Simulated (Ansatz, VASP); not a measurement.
## Ga2O3: VASP beside Ansatz

One calculation is typed for both programs; each brings its own data sets. How far apart do they land? The two relaxations start from unlike cells of this crystal (the structure described is Ansatz's start), so only their ends are compared.

Method: plane waves, with VASP 6.6.1 beside it; relaxation of cell and atoms at BLYP, in Ansatz 0.2.0.

### Step 1. The structure

Symmetry: C2/m, No. 12, monoclinic system. The conventional cell has a = 12.214 Å, b = 3.037 Å, c = 5.798 Å, α = 90.00°, β = 103.83°, γ = 90.00°. Nearest to Ga lie 4 O at 1.83 to 1.86 Å. Nearest to Ga lie 6 O at 1.94 to 2.07 Å. Nearest to O lie 3 Ga at 1.83 to 1.94 Å. Nearest to O lie 4 Ga at 1.86 to 2.07 Å. Nearest to O lie 3 Ga at 1.83 to 1.94 Å. Farther neighbours and most contacts between anions are not listed.

Coordinates:

```xyz
10
Lattice="6.1070 -1.5186 0.0000 6.1070 1.5186 0.0000 -1.3860 0.0000 5.6300" Properties=species:S:1:pos:R:3 pbc="T T T"
Ga    0.0041    0.0000    4.4736
Ga   10.8240    0.0000    1.1564
Ga    7.6096    0.0000    1.7679
Ga    3.2184    0.0000    3.8621
O     1.8570    0.0000    0.6182
O     8.9710    0.0000    5.0118
O     1.3361    0.0000    3.1708
O     9.4919    0.0000    2.4592
O     5.7013    0.0000    1.4447
O     5.1267    0.0000    4.1853
```

### Step 2. VASP: relaxation of cell and atoms, BLYP

The relaxed volume is the usual yardstick between codes: in a stiff, nearly cubic crystal its relative difference is about their pressure difference at one cell divided by the bulk modulus.

Lines of VASP's logs that name or quote its potential files are left out, and so is its time.

Input file INCAR:

```
SYSTEM = Ga2O3
PREC = Accurate
ENCUT = 600
EDIFF = 1E-07
NELM = 120
ISMEAR = 0
SIGMA = 0.02
LREAL = .FALSE.
ALGO = Normal
GGA = B5
ALDAX = 1
AGGAX = 1
AGGAC = 1
ALDAC = 0
NBANDS = 54
LORBIT = 11
LWAVE = .FALSE.
LCHARG = .FALSE.
ISIF = 3
IBRION = 2
NSW = 80
EDIFFG = -0.005
LASPH = .TRUE.
GGA_COMPAT = .FALSE.
NELMIN = 4
EFERMI = MIDGAP
KPAR = 2
```

Input file POSCAR:

```
Ga2O3
1.0
    6.3132325824     -1.5608426490      0.0130842491
    6.3132325824      1.5608426490      0.0130842491
   -1.4207088250      0.0000000000      5.7753438538
Ga O
4 6
Direct
    0.0896806575      0.0896806575      0.7941007466
    0.9103193425      0.9103193425      0.2058992534
    0.6581160562      0.6581160562      0.3140632734
    0.3418839438      0.3418839438      0.6859367266
    0.1617147120      0.1617147120      0.1091574126
    0.8382852880      0.8382852880      0.8908425874
    0.1742401740      0.1742401740      0.5654758580
    0.8257598260      0.8257598260      0.4345241420
    0.4957456864      0.4957456864      0.2576060141
    0.5042543136      0.5042543136      0.7423939859
```

Input file KPOINTS:

```
Automatic mesh
0
Gamma
8 8 4
0 0 0
```

Potentials, in the order of the species: Ga_d and O (PBE family, release 64).

On the command line:

```sh
$ mpirun -np 2 vasp_std
```

Numbers of over 12 decimals in the logs are rounded to 6 here.

The log of the run:

```text
[banner, memory and clock lines left out]
running    2 mpi-ranks, on    1 nodes
 distrk:  each k-point on    1 cores,    2 groups
 distr:  one band on    1 cores,    1 groups

 POSCAR found type information on POSCAR GaO
 POSCAR found :  2 types and      10 ions
|                                                                             |
|               ----> ADVICE to this user running VASP <----                  |
|                                                                             |
|     You enforced a specific xc type in the INCAR file but a different       |
|     [... a line on the potential file left out ...]
|     I HOPE YOU KNOW WHAT YOU ARE DOING!                                     |
|                                                                             |

 LDA part: xc-table for (Slater(with rela. corr.)+VWN5), standard interpolation
 POSCAR, INCAR and KPOINTS ok, starting setup
 FFT: planning ... GRIDC
 FFT: planning ... GRID_SOFT
 FFT: planning ... GRID
 WAVECAR not read
 entering main loop
       N       E                     dE             d eps       ncg     rms          rms(c)
DAV:   1     0.129011713096E+04    0.12901E+04   -0.44178E+04  9900   0.318E+03
DAV:   2     0.229954126343E+03   -0.10602E+04   -0.10014E+04  8592   0.872E+02
DAV:   3    -0.425399823587E+02   -0.27249E+03   -0.26430E+03  9966   0.277E+02
DAV:   4    -0.657578868493E+02   -0.23218E+02   -0.22957E+02 10362   0.866E+01
DAV:   5    -0.666456102459E+02   -0.88772E+00   -0.88574E+00 11026   0.173E+01    0.192E+01
DAV:   6    -0.556270907824E+02    0.11019E+02   -0.42368E+01 15282   0.659E+01    0.539E+00
DAV:   7    -0.557705159975E+02   -0.14343E+00   -0.36207E+00  9336   0.114E+01    0.358E+00
DAV:   8    -0.557216796874E+02    0.48836E-01   -0.70362E-01 11836   0.687E+00    0.137E+00
DAV:   9    -0.556849769395E+02    0.36703E-01   -0.16251E-01 12064   0.510E+00    0.303E-01
DAV:  10    -0.556860632166E+02   -0.10863E-02   -0.23293E-02 10192   0.119E+00    0.140E-01
DAV:  11    -0.556864872975E+02   -0.42408E-03   -0.26921E-03 10834   0.808E-01    0.917E-02
DAV:  12    -0.556864834882E+02    0.38093E-05   -0.88710E-04 11210   0.491E-01    0.214E-02
DAV:  13    -0.556864980165E+02   -0.14528E-04   -0.22163E-04 12244   0.101E-01    0.698E-03
DAV:  14    -0.556865002459E+02   -0.22294E-05   -0.18188E-05 13310   0.771E-02    0.866E-03
DAV:  15    -0.556864992583E+02    0.98765E-06   -0.48013E-06 14732   0.362E-02    0.247E-03
DAV:  16    -0.556864992455E+02    0.12780E-07   -0.18907E-06  9252   0.111E-02    0.846E-04
DAV:  17    -0.556864991896E+02    0.55919E-07   -0.14859E-07  5664   0.465E-03
   1 F= -.55686499E+02 E0= -.55686499E+02  d E =-.556865E+02
 curvature:   0.00 expect dE= 0.000E+00 dE for cont linesearch  0.000E+00
 trial: gam= 0.00000 g(F)=  0.358E-05 g(S)=  0.664E-04 ort = 0.000E+00 (trialstep = 0.100E+01)
 search vector abs. value=  0.700E-04
 bond charge predicted
       N       E                     dE             d eps       ncg     rms          rms(c)
DAV:   1    -0.556871647662E+02   -0.66552E-03   -0.12031E-02 13000   0.121E+00    0.172E-01
DAV:   2    -0.556866249558E+02    0.53981E-03   -0.15718E-03 13008   0.371E-01    0.694E-02
DAV:   3    -0.556865103991E+02    0.11456E-03   -0.19549E-04 13464   0.226E-01    0.231E-02
DAV:   4    -0.556864911188E+02    0.19280E-04   -0.38505E-05 15728   0.875E-02    0.518E-03
DAV:   5    -0.556864910378E+02    0.80980E-07   -0.12524E-05 10580   0.436E-02    0.183E-03
DAV:   6    -0.556864910091E+02    0.28680E-07   -0.12178E-06  9616   0.140E-02    0.596E-04
DAV:   7    -0.556864910690E+02   -0.59848E-07   -0.20031E-07  6760   0.713E-03
   2 F= -.55686491E+02 E0= -.55686491E+02  d E =0.812062E-05
 trial-energy change:    0.000008  1 .order   -0.000011   -0.000070    0.000049
 step:   0.3687(harm=  0.5901)  dis= 0.00008  next Energy=   -55.686511 (dE=-0.120E-04)
 bond charge predicted
       N       E                     dE             d eps       ncg     rms          rms(c)
DAV:   1    -0.556867715795E+02   -0.28057E-03   -0.47964E-03 13024   0.765E-01    0.109E-01
DAV:   2    -0.556865618248E+02    0.20975E-03   -0.62575E-04 13008   0.234E-01    0.438E-02
DAV:   3    -0.556865184690E+02    0.43356E-04   -0.77944E-05 13488   0.143E-01    0.146E-02
DAV:   4    -0.556865106090E+02    0.78600E-05   -0.15294E-05 15778   0.554E-02    0.325E-03
DAV:   5    -0.556865102909E+02    0.31805E-06   -0.49803E-06 10354   0.274E-02    0.115E-03
DAV:   6    -0.556865100425E+02    0.24846E-06   -0.46559E-07  7948   0.891E-03    0.339E-04
DAV:   7    -0.556865100057E+02    0.36747E-07   -0.86125E-08  5202   0.463E-03
   3 F= -.55686510E+02 E0= -.55686510E+02  d E =-.108161E-04
 curvature:  -0.21 expect dE=-0.220E-05 dE for cont linesearch -0.200E-05
 trial: gam=-0.21933 g(F)=  0.188E-05 g(S)=  0.866E-05 ort = 0.259E-04 (trialstep = 0.874E+00)
 search vector abs. value=  0.255E-05
 reached required accuracy - stopping structural energy minimisation
```

From OUTCAR (step 2):

```text
ion  position               nearest neighbor table
   1  0.090  0.090  0.794-   5 1.88  10 1.88  10 1.88   7 1.92
   2  0.910  0.910  0.206-   6 1.88   9 1.88   9 1.88   8 1.92
   3  0.658  0.658  0.314-   5 1.99   5 1.99   9 2.00   8 2.07   7 2.14   7 2.14
   4  0.342  0.342  0.686-   6 1.99   6 1.99  10 2.00   7 2.07   8 2.14   8 2.14
   5  0.162  0.162  0.109-   1 1.88   3 1.99   3 1.99
   6  0.838  0.838  0.891-   2 1.88   4 1.99   4 1.99
   7  0.174  0.174  0.565-   1 1.92   4 2.07   3 2.14   3 2.14
   8  0.826  0.826  0.435-   2 1.92   3 2.07   4 2.14   4 2.14
   9  0.496  0.496  0.258-   2 1.88   2 1.88   3 2.00
  10  0.504  0.504  0.742-   1 1.88   1 1.88   4 2.00

  LATTYP: Found a base centered monoclinic cell.
 ALAT       =    12.6264922820
 B/A-ratio  =     0.2472329787
 C/A-ratio  =     0.4710351233
 COS(beta)  =    -0.2368610802

 Subroutine GETGRP returns: Found  4 space group operations
 (whereof  4 operations were pure point group operations)

The static configuration has the point symmetry C_2h.

 Found     78 irreducible k-points:

   k-points           NKPTS =     78   k-points in BZ     NKDIM =     78   number of bands    NBANDS=     54

   dimension x,y,z NGX =    54 NGY =   54 NGZ =   48
   dimension x,y,z NGXF=   108 NGYF=  108 NGZF=   96

   ENCUT  =  600.0 eV  44.10 Ry    6.64 a.u.  12.99 12.99 11.88*2*pi/ulx,y,z

   NELECT =      88.0000    total number of electrons

 k-points in reciprocal lattice and weights: Automatic mesh
   0.00000000  0.00000000  0.00000000       0.004
   0.12500000 -0.00000000 -0.00000000       0.016
   0.25000000 -0.00000000 -0.00000000       0.016
   0.37500000 -0.00000000 -0.00000000       0.016
   0.50000000 -0.00000000 -0.00000000       0.008
   0.12500000  0.12500000 -0.00000000       0.008
   0.25000000  0.12500000 -0.00000000       0.016
   0.37500000  0.12500000 -0.00000000       0.016
   0.50000000  0.12500000  0.00000000       0.016
[...]
-0.37500000  0.37500000  0.50000000       0.008
   0.50000000  0.50000000  0.50000000       0.004

 average (electrostatic) potential at core
       1 -65.1004       2 -65.1004       3 -65.0536       4 -65.0536       5 -70.2645
       6 -70.2645       7 -70.6503       8 -70.6503       9 -70.4980      10 -70.4980

 E-fermi :   4.2764

 k-point     1 :       0.0000    0.0000    0.0000
  band No.  band energies     occupation
    ...
     40       2.7000      2.00000
     41       2.7527      2.00000
     42       2.9507      2.00000
     43       3.1193      2.00000
     44       3.3711      2.00000
     45       5.1652      0.00000
     46       8.4850      0.00000
     47       9.2882      0.00000
     48       9.6894      0.00000
     49      10.8883      0.00000
    ...

 k-point     2 :       0.1250   -0.0000   -0.0000
  band No.  band energies     occupation
    ...
     40       2.3737      2.00000
     41       2.5523      2.00000
     42       2.9003      2.00000
     43       3.0507      2.00000
     44       3.3701      2.00000
     45       6.0264      0.00000
     46       8.7474      0.00000
     47       9.4512      0.00000
     48      10.1433      0.00000
     49      11.3302      0.00000
    ...

 k-point     3 :       0.2500   -0.0000   -0.0000
  band No.  band energies     occupation
    ...
     40       2.2736      2.00000
     41       2.4113      2.00000
     42       2.7574      2.00000
     43       2.9267      2.00000
     44       3.3581      2.00000
     45       7.4653      0.00000
     46       9.1104      0.00000
     47       9.4381      0.00000
     48      10.6143      0.00000
     49      11.5795      0.00000
    ...

  Total       -0.0279057     -0.0203518     -0.0244014      0.0000000      0.0000000      0.0018161
  in kB       -0.3927530     -0.2864375     -0.3434326      0.0000000      0.0000000      0.0255600
  external PRESSURE =      -0.3408744 kB  Pullay stress =       0.0000000 kB

  energy-cutoff  :      600.00
  volume of cell :      113.84
      direct lattice vectors                 reciprocal lattice vectors
     6.312454675 -1.560651373  0.013114345     0.079168031 -0.320379047  0.019474455
     6.312454675  1.560651373  0.013114345     0.079168031  0.320379047  0.019474455
    -1.420504855  0.000000000  5.774671096    -0.000359583  0.000000000  0.173081582

 POSITION                                       TOTAL-FORCE (eV/Angst)
 -----------------------------------------------------------------------------------
      0.00418      0.00000      4.58799         0.000762      0.000000     -0.001897
     11.20023      0.00000      1.21291        -0.000762      0.000000      0.001897
      7.86252      0.00000      1.83080         0.000009      0.000000     -0.002177
      3.34189      0.00000      3.97010        -0.000009      0.000000      0.002177
      1.88654      0.00000      0.63462        -0.000409      0.000000      0.000126
      9.31787      0.00000      5.16628         0.000409      0.000000     -0.000126
      1.39653      0.00000      3.27000         0.000778      0.000000     -0.000760
      9.80788      0.00000      2.53090        -0.000778      0.000000      0.000760
      5.89285      0.00000      1.50061         0.002634      0.000000      0.001500
      5.31156      0.00000      4.30029        -0.002634      0.000000     -0.001500
 -----------------------------------------------------------------------------------
    total drift:                                0.000000     -0.000000      0.000000

  FREE ENERGIE OF THE ION-ELECTRON SYSTEM (eV)
  ---------------------------------------------------
  free  energy   TOTEN  =       -55.6865100057 eV

  energy  without entropy=      -55.6865100057  energy(sigma->0) =      -55.68651001

 reached required accuracy - stopping structural energy minimisation

 total charge
# of ion       s       p       d       tot
------------------------------------------
    1        0.717   0.767  10.216  11.700
    2        0.717   0.767  10.216  11.700
    3        0.649   0.630  10.189  11.468
    4        0.649   0.630  10.189  11.468
    5        1.543   3.490   0.000   5.032
    6        1.543   3.490   0.000   5.032
    7        1.548   3.473   0.000   5.021
    8        1.548   3.473   0.000   5.021
    9        1.540   3.516   0.000   5.056
   10        1.540   3.516   0.000   5.056
--------------------------------------------------
tot         11.994  23.751  40.811  76.556

[... 3 further parts left out ...]
```

CONTCAR:

```
Ga2O3
   1.00000000000000
     6.3124546753100228   -1.5606513733235494    0.0131143450880041
     6.3124546753100228    1.5606513733235494    0.0131143450880041
    -1.4205048547931884    0.0000000000000000    5.7746710963739005
  Ga              O
     4     6
Direct
     0.0896793775850698    0.0896793775850698    0.7940947022361110
     0.9103206224149301    0.9103206224149301    0.2059052977638890
     0.6581137068440553    0.6581137068440553    0.3140501266664302
     0.3418862931559446    0.3418862931559446    0.6859498733335697
     0.1617124437185902    0.1617124437185902    0.1091630669536580
     0.8382875562814098    0.8382875562814098    0.8908369330463420
     0.1742416446786647    0.1742416446786647    0.5654738328042563
     0.8257583553213352    0.8257583553213352    0.4345261671957437
     0.4957487366675776    0.4957487366675776    0.2576096478207123
     0.5042512633324224    0.5042512633324224    0.7423903521792877
```

[end of part 1 of 2]

[Lines on the potential files, build, host, timing and source positions are cut from VASP's logs without a mark.]

[Logs are printed without paths, hosts, clocks, repeated set-up lines and the standing remarks that a program may print on its own settings, such as how far it seeks lower states.]

[Hosts, paths, dates, database ids (printed as entryN), source tags and the programs' standing remarks are cut or masked in the printed files.]
